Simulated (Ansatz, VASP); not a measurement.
# GeSb4Te7: VASP beside Ansatz

Wanted: the spread between two codes on one cell, functional and k mesh. The cell is taken from a series of runs on this material, whose earlier steps may have relaxed, scaled, displaced or heated it; both programs get it as it stands.

Method: plane waves, with VASP 6.6.1 beside it; HSE06, in Ansatz 0.2.0.

## (1) The structure

Symmetry: P-3m1, No. 164, trigonal system. The conventional cell has a = 4.246 Å, b = 4.246 Å, c = 24.391 Å, α = 90.00°, β = 90.00°, γ = 120.00°. Nearest to Ge lie 6 Te at 2.98 Å. Nearest to Sb lie 6 Te at 3.00 to 3.17 Å. Sb has 6 Te at 3.00 to 3.19 Å nearest. Te has 3 Sb at 3.00 Å nearest. Nearest to Te lie 3 Sb at 3.00 Å. Nearest to Te lie 3 Ge at 2.98 Å and 3 Sb at 3.19 Å. Farther neighbours and most contacts between anions are not listed.

## (2) Ansatz: single point, HSE06

Ansatz runs on its PAW soft_1 files.

A single point takes one fixed geometry, so differences don't come from the geometry; what else differs is listed under the comparison.

Input file input.yaml:

```yaml
crystal:
  lattice:
    - [4.2464072558, 0.0, 0.0]
    - [-2.1232036279, 3.6774965583, 0.0]
    - [0.0, 0.0, 24.3914006655]
  atoms:
    - { symbol: Ge, position: [0.0, 0.0, 0.5] }
    - { symbol: Sb, position: [0.6666666667, 0.3333333333, 0.9176796714] }
    - { symbol: Sb, position: [0.3333333333, 0.6666666667, 0.3468463696] }
    - { symbol: Sb, position: [0.3333333333, 0.6666666667, 0.0823203286] }
    - { symbol: Sb, position: [0.6666666667, 0.3333333333, 0.6531536304] }
    - { symbol: Te, position: [0.3333333333, 0.6666666667, 0.8464580293] }
    - { symbol: Te, position: [0.6666666667, 0.3333333333, 0.1535419707] }
    - { symbol: Te, position: [0.0, 0.0, 0.7239757683] }
    - { symbol: Te, position: [0.6666666667, 0.3333333333, 0.4302565413] }
    - { symbol: Te, position: [0.3333333333, 0.6666666667, 0.5697434587] }
    - { symbol: Te, position: [0.0, 0.0, 0.0] }
    - { symbol: Te, position: [0.0, 0.0, 0.2760242317] }
kpoints:
  mp_grid: { grid: [6, 6, 1] }
  band_path:
    path:
      - [0.0, 0.0, 0.0]
      - [0.5, 0.0, 0.0]
      - [0.33333333, 0.33333333, 0.0]
      - [0.0, 0.0, 0.5]
      - [0.5, 0.0, 0.5]
      - [0.33333333, 0.33333333, 0.5]
    npoints: 1
hamiltonian:
  xc: hse06
  pseudopotentials: { kind: paw, azcp: { folder: soft_1 } }
scf:
  occupations: { method: fixed }
  n_extra_bands: 8
output:
  eigenvalues: true
```

Launch:

```
> ansatz run input.yaml --threads 2 --pin off --max-ram 92160MiB --backend cuda --events-out ev --progress --plain --runs-dir out --devices 1 --max-vram 13GiB
```

Numbers of over 12 decimals in the logs are rounded to 6 here.

Log:

```text
scf.n_extra_bands = 8 over 93 filled bands (N_el = 186.0): the run solves 101 bands
GPUs: using 1 of 1 available (devices: 1).
Engine: ansatz 0.2.0, x86_64-unknown-linux-gnu
Pseudopotentials: kind: paw
Pseudopotential: Ge, paw, valence charge 14, recommended cutoff 420 eV (normal), soft_1/Ge.paw.azcp
Pseudopotential: Sb, paw, valence charge 15, recommended cutoff 420 eV (normal), soft_1/Sb.paw.azcp
Pseudopotential: Te, paw, valence charge 16, recommended cutoff 420 eV (normal), soft_1/Te.paw.azcp
Functional definition: HSE06
  parameter a = 0.25
  parameter omega = 0.11/bohr
  exchange = pbe_x - a*pbe_x_sr(omega) + a*exact_x_sr(omega)
  correlation = pbe_c
davidson cushion auto → on  (no smearing: the cushion is to keep the highest requested band from converging to the state above it; pin scf.eigensolver.cushion to override)
device memory: the entry about to start is reckoned to put 3.7 GiB on a device that reports 54.8 GiB free (of which the cap on the GPU budget leaves the run 13.0 GiB)
GPU FFT provider: cuFFT
GPU libraries: cuBLAS 13.8.2, cuFFT 12.4.0, cuSOLVER 12.3.4
Crystal: 12 atoms, lattice volume = 380.900 Å³
Basis set: ecut = 420 eV, 7407 PW (Γ)
Bands: 101, of which v1, the nominal top of the filled ones, is band 93 counted from 1 (92 counted from 0)
Symmetry: 12 space group operations
Space group: P-3m1 (ITA 164), of the structure as read, at distance tolerance 7.2e-5 Å
k-points: 7 of 36
Non-local potential: Ge, projectors of the file, l = 0: 2, l = 1: 2, l = 2: 3, l = 3: 1
Non-local potential: Sb, projectors of the file, l = 0: 2, l = 1: 2, l = 2: 2, l = 3: 1
Non-local potential: Te, projectors of the file, l = 0: 2, l = 1: 2, l = 2: 2, l = 3: 1
PAW form: soft (Blöchl's): semilocal exchange-correlation on the pseudo side does not see the compensation charge
PAW frozen core: Ge, regenerated for the run's functional, and the local potential with it (the file was generated under x = pbe(κ = 0.804, μ = 0.219515), c = pbe(β = 0.066725))
PAW frozen core: Sb, regenerated for the run's functional, and the local potential with it (the file was generated under x = pbe(κ = 0.804, μ = 0.219515), c = pbe(β = 0.066725))
PAW frozen core: Te, regenerated for the run's functional, and the local potential with it (the file was generated under x = pbe(κ = 0.804, μ = 0.219515), c = pbe(β = 0.066725))
PAW one-centre angular grid: Ge, 590 points (default); XC on 64 Gauss nodes
PAW one-centre angular grid: Sb, 590 points (default); XC on 64 Gauss nodes
PAW one-centre angular grid: Te, 590 points (default); XC on 64 Gauss nodes
Initial density: superposition of atomic densities (chi_scale 0.1, normalization cell, long waves kept (reshape's long-wave potential 0.31 eV rms))
Initial wavefunctions: pseudopotential atomic-orbital guess
GPU buffer pool allocated for 162000 grid points (all kernels)
GPU transforms: local potential and band sums: pruned to the plane-wave sphere, on 30×30×162
Functional: x = pbe(κ = 0.804, μ = 0.219515), c = pbe(β = 0.066725), warm-up for x = pbe(κ = 0.804, μ = 0.219515) + 0.25 (exact − pbe) at short range (hse, ω = 0.207870 Å⁻¹), c = pbe(β = 0.066725); HSE06 as pw.x's `hse` composes it (authors' and Libxc's form: `xc: wpbeh`)
SCF iter   1: F=—  HF=-79095.146807 eV  |F-HF|=—  |Δ(HF+E_count)|=         —  Δρ=1.49e-2  dr2=7.10e0  ethr=1.00e-1  ⟨swp⟩=4.1  Hψ=1858  notcnv=0
preconditioner: auto → none  [insulator: Δε(μ)=0.358 eV  Ē_g=6.977 eV  n_scr=96 (ndim 8)  ℏωp=15.5 eV  f_vac=0.012]
SCF iter   2: F=—  HF=-79145.110289 eV  |F-HF|=—  |Δ(HF+E_count)|=    5.00e1  Δρ=9.21e-2  dr2=2.96e3  ethr=3.82e-3  ⟨swp⟩=7.7  Hψ=2199  notcnv=0  defer=3
SCF iter   3: F=—  HF=-79102.962033 eV  |F-HF|=—  |Δ(HF+E_count)|=    4.21e1  Δρ=4.17e-2  dr2=4.33e2  ethr=3.82e-3  ⟨swp⟩=7.7  Hψ=2046  notcnv=0  defer=4
SCF iter   4: F=—  HF=-79095.331488 eV  |F-HF|=—  |Δ(HF+E_count)|=    7.63e0  Δρ=9.25e-3  dr2=4.25e0  ethr=3.82e-3  ⟨swp⟩=4.0  Hψ=1658  notcnv=0
SCF iter   5: F=—  HF=-79095.203583 eV  |F-HF|=—  |Δ(HF+E_count)|=   1.28e-1  Δρ=6.48e-3  dr2=1.75e0  ethr=2.29e-3  ⟨swp⟩=2.0  Hψ=1561  notcnv=0
SCF iter   6: F=—  HF=-79095.172257 eV  |F-HF|=—  |Δ(HF+E_count)|=   3.13e-2  Δρ=2.68e-3  dr2=7.27e-1  ethr=9.40e-4  ⟨swp⟩=2.4  Hψ=1565  notcnv=0
SCF iter   7: F=—  HF=-79095.140862 eV  |F-HF|=—  |Δ(HF+E_count)|=   3.14e-2  Δρ=1.80e-3  dr2=4.61e-1  ethr=3.91e-4  ⟨swp⟩=2.0  Hψ=1561  notcnv=0
SCF iter   8: F=—  HF=-79095.105248 eV  |F-HF|=—  |Δ(HF+E_count)|=   3.56e-2  Δρ=7.58e-4  dr2=4.80e-2  ethr=2.48e-4  ⟨swp⟩=3.0  Hψ=1571  notcnv=0
SCF iter   9: F=—  HF=-79095.105499 eV  |F-HF|=—  |Δ(HF+E_count)|=   2.51e-4  Δρ=5.09e-4  dr2=3.19e-2  ethr=2.58e-5  ⟨swp⟩=2.9  Hψ=1589  notcnv=0
SCF iter  10: F=—  HF=-79095.103341 eV  |F-HF|=—  |Δ(HF+E_count)|=   2.16e-3  Δρ=2.40e-4  dr2=9.96e-3  ethr=1.71e-5  ⟨swp⟩=2.0  Hψ=1561  notcnv=0
[...]
Frozen-core exchange: fock
[...]
preconditioner: auto → none  [insulator: Δε(μ)=0.789 eV  Ē_g=7.886 eV  n_scr=96 (ndim 8)  ℏωp=15.5 eV  f_vac=0.016]
[...]
SCF iter   5: F=—  HF=-79143.357040 eV  |F-HF|=—  |Δ(HF+E_count)|=   3.72e-2  Δρ=8.69e-4  dr2=4.22e-3  ethr=1.00e-7  ⟨swp⟩=5.1  Hψ=3076  notcnv=0
SCF iter   6: F=—  HF=-79143.356088 eV  |F-HF|=—  |Δ(HF+E_count)|=   9.53e-4  Δρ=2.91e-4  dr2=5.32e-4  ethr=1.00e-7  ⟨swp⟩=4.3  Hψ=2259  notcnv=0
SCF iter   7: F=—  HF=-79143.357468 eV  |F-HF|=—  |Δ(HF+E_count)|=   1.38e-3  Δρ=2.08e-4  dr2=9.21e-4  ethr=1.00e-7  ⟨swp⟩=4.0  Hψ=2208  notcnv=0
SCF iter   8: F=-79143.357350 eV  HF=-79143.357362 eV  |F-HF|=1.25e-5  |Δ(HF+E_count)|=   1.06e-4  Δρ=6.14e-5  dr2=3.45e-5  ethr=1.00e-7  ⟨swp⟩=3.7  Hψ=1761  notcnv=0
SCF 2 stopped early in 8 iterations: F = -79143.357350 eV  dr2 = 3.45e-5
hybrid outer 1: dexx = +4.364e-2 eV, tail = 3.16e-4 eV
GPU FFT provider: cuFFT
GPU libraries: cuBLAS 13.8.2, cuFFT 12.4.0, cuSOLVER 12.3.4
GPU buffer pool allocated for 162000 grid points (all kernels)
GPU transforms: local potential and band sums: pruned to the plane-wave sphere, on 30×30×162
Exchange kernel: α = 0.2500, screened, ω = 0.2079 Å⁻¹, Wigner–Seitz truncation, v(0) = 1046.8311 eV·Å³, q-mesh 6×6×1, nearest image of the exchange supercell L = 24.39 Å, pair-density grid 20×20×108, without the augmentation charges, whose exchange is taken in its separable form by FFT convolution over the k-point mesh (sized by the pseudopotential files, 25×25×180 at the most), smooth part of the exact exchange by density-matrix convolution in up to 9.60 GiB of GPU memory as planned if the GPU has room (build and FFT work areas not counted)
Frozen-core exchange: fock
SCF iter   1: F=—  HF=-79143.355360 eV  |F-HF|=—  |Δ(HF+E_count)|=         —  Δρ=4.37e-5  dr2=1.17e-5  ethr=8.51e-7  ⟨swp⟩=3.0  Hψ=1601  notcnv=0
preconditioner: auto → none  [insulator: Δε(μ)=0.784 eV  Ē_g=7.878 eV  n_scr=96 (ndim 8)  ℏωp=15.5 eV  f_vac=0.016]
SCF iter   2: F=—  HF=-79143.355364 eV  |F-HF|=—  |Δ(HF+E_count)|=   3.63e-6  Δρ=2.60e-5  dr2=3.19e-6  ethr=5.80e-9  ⟨swp⟩=4.0  Hψ=2413  notcnv=0
SCF iter   3: F=—  HF=-79143.355363 eV  |F-HF|=—  |Δ(HF+E_count)|=   6.57e-7  Δρ=1.07e-5  dr2=1.71e-6  ethr=1.25e-9  ⟨swp⟩=3.9  Hψ=1904  notcnv=0
SCF iter   4: F=—  HF=-79143.355368 eV  |F-HF|=—  |Δ(HF+E_count)|=   4.65e-6  Δρ=6.50e-6  dr2=3.26e-7  ethr=4.87e-10  ⟨swp⟩=5.0  Hψ=2187  notcnv=0
iter 5 solved again at ethr=1.06e-11 eV; its pass at ethr=1.38e-10 eV (dr2=1.97e-8 eV) is discarded
SCF iter   5: F=-79143.355367 eV  HF=-79143.355367 eV  |F-HF|=1.63e-8  |Δ(HF+E_count)|=   6.66e-8  Δρ=2.44e-6  dr2=5.75e-8  ethr=1.06e-11  ⟨swp⟩=2.9  Hψ=3337  notcnv=0
SCF 3 converged in 5 iterations: F = -79143.355367 eV  dr2 = 5.75e-8
hybrid outer 2: dexx = +5.265e-6 eV, tail = 2.39e-7 eV, Δε = 3.73e-3 eV (about 1.52e-4 eV left of the loop's levels)
device memory: the entry about to start is reckoned to put 1.9 GiB on a device that reports 46.3 GiB free (of which the cap on the GPU budget leaves the run 13.0 GiB)
NSCF: frozen V_eff on 6 k-points
hybrid SCF converged: 2 outer / 13 inner (+13 warm-up), last move |dexx| = 5.27e-6 eV, tail = 2.39e-7 eV
Stability not checked: this state was not tested for a lower state beside it, because the functional holds exact exchange (a hybrid, or Hartree-Fock), whose exchange loop this test does not read (fock_operator; see scf.lower_state_search)
Free energy (F): -79143.355367 eV
Frozen-core exchange: fock
Harris-Foulkes:  -79143.355367 eV  (|F-HF|=1.63e-8)
Internal energy: -79143.355367 eV  (E = F + TS)
E sigma→0 (E₀):  -79143.355367 eV
Fermi energy:    9.051169 eV
--- Per-component energies (eV) ---
  E_band       = -3063.240784
  E_kinetic    = 1931.591405
  E_local      = -20828.090261  (includes V_loc(G=0)·N_el)
  E_nonlocal   = 2203.117300
  E_hartree    = 9810.963819
  E_xc         = -1069.462980
  E_vxc        = -919.577559  (∫ρ·V_xc dr)
  E_exx        = -531.184130  (= α·E_x^exact, valence–valence)
  E_paw        = -52638.493388  (= ΣΔE_a)
  E_vpaw       = -4009.837744  (= ΣTr[D̂ρ^β])
  E_aug_tail   = 0.001182  (compensation charges beyond the density's cutoff)
  E_ewald      = -18020.269324
  E_core_change = -1.528990  (= ΣΔE_core)
  E_smearing   = -0.000000  (= −TS)
  E_closure    = 0.000000  (closes the sum)
  Σ components = -79143.355367   (vs F -79143.355367, Δ=0.00e0)
--- Band table (eV; the first three rows and the last of 7) ---
  k-point 0: bands = [... 89 lower, 7.8702, 7.9138, 8.8650, 9.0512, 9.8350, 9.8350, 9.8984, 9.8984, ... 4 higher]
  k-point 1: bands = [... 89 lower, 7.9235, 8.3207, 8.4170, 8.8465, 10.0170, 10.1593, 10.3032, 10.4518, ... 4 higher]
  k-point 2: bands = [... 89 lower, 7.4639, 7.6205, 7.9610, 8.5679, 10.0002, 10.2859, 10.3518, 10.4036, ... 4 higher]
  k-point 6: bands = [... 89 lower, 7.6071, 7.7297, 7.7297, 7.9246, 10.4496, 10.7051, 10.7235, 10.7235, ... 4 higher]
```

(Continued in part 2 of 2.)

[Lines on the potential files, build, host, timing and source positions are cut from VASP's logs without a mark.]

[Logs are printed without paths, hosts, clocks, repeated set-up lines and the standing remarks that a program may print on its own settings, such as how far it seeks lower states.]

[Hosts, paths, dates, database ids (printed as entryN), source tags and the programs' standing remarks are cut or masked in the printed files.]
